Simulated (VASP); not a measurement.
Data:

```xyz
4
Lattice="3.4903 0.0000 0.0000 0.0000 3.4903 0.0000 0.0000 0.0000 3.4903" Properties=species:S:1:pos:R:3 pbc="T T T"
Si     0.0000     0.0000     0.0000
Ni     0.0000     1.7452     1.7452
Ni     1.7452     0.0000     1.7452
Ni     1.7452     1.7452     0.0000
```

All values below come from AM05 GGA, VASP's PBE PAW potentials (set 64) (plane waves; VASP). Run with 520 eV cut-off, 9×9×9 Γ-centred mesh, first-order Methfessel-Paxton smearing of 0.10 eV, potentials Si Ni.

Estimate the energy per atom (σ→0), pressure, band gap (on the k-mesh) with the smallest direct gap where there is one.

| Item | Value |
|---|---|
| band gap (on the k-mesh) | none (metal, semimetal or under 0.01 eV) |
| energy per atom (σ→0) | -6.378 eV/atom |
| pressure | -6.66 GPa |

Total energies compare only between runs with the same potentials, cut-off and functional.

The compound is Ni3Si in the L1_2 structure. This cell is one point of a volume scan, at 1.03 of the reference volume. The run is not spin-polarised, so no magnetic state was tried.
